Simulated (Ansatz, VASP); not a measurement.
## CuGe in VASP and in Ansatz

```xyz
2
Lattice="2.8993 0.0000 0.0000 0.0000 2.8993 0.0000 0.0000 0.0000 3.8001" Properties=species:S:1:pos:R:3 pbc="T T T"
Cu    1.4496    1.4496    1.9001
Ge    0.0000    0.0000    0.0000
```

Alike in both runs: task single point; functional PBE; k mesh 6 × 6 × 6; occupations gaussian, width 0.1 eV; no spin polarisation.

```csv
,VASP,Ansatz
version,VASP 6.6.1,Ansatz 0.2.0
potentials or method,"VASP PAW PBE potentials, release 64 (Cu, Ge_d)","scalar-relativistic, plane waves, PAW"
plane-wave cutoff (eV),520,420
valence electrons in the cell,25,33
```

```csv
,VASP,Ansatz,Ansatz less VASP
gap on the k mesh at the Fermi level (eV),none,none,-
pressure (GPa),-4.6,-4.8,-0.15
largest component of the traceless stress (GPa),0.72,0.63,-0.092
```

A gap of «none» marks a metal or a gap that the smearing closes. The functional is the same, so the differences come from potentials, cutoffs and numerics. The two sets of potentials don't hold the same shells in valence.

Caveats: the k mesh is coarse (spacing up to 0.36 Å⁻¹), so the values aren't converged.
